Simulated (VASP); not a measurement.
```xyz
4
Lattice="4.2336 2.1129 2.1129 2.1129 4.2336 2.1129 2.1129 2.1129 4.2336" Properties=species:S:1:pos:R:3 pbc="T T T"
Ni     0.0000     0.0000     0.0000
Ni     4.2296     4.2296     4.2296
O      2.1148     2.1148     2.1148
O      6.3445     6.3445     6.3445
```
Starting moments (μB, in the order of the record's atoms Ni Ni O O): 1.3 -1.3 0.0 0.0.

Computed with rev-vdW-DF2, VASP's PBE PAW potentials (set 64) (plane waves; VASP). Run with 520 eV cut-off, 9×9×9 Γ-centred mesh, Gaussian smearing of 0.050 eV, potentials Ni O.

**Question.** Give the stress tensor in GPa (positive for a compressed cell).

**Answer.** 
```
-10.62   -0.12   -0.12
 -0.12  -10.62   -0.12
 -0.12   -0.12  -10.62
```
The pressure is its mean diagonal, -10.62 GPa.

The compound is NiO in the rock salt, AFM-II order structure. This cell is one point of a volume scan, at 1.06 of the reference volume.
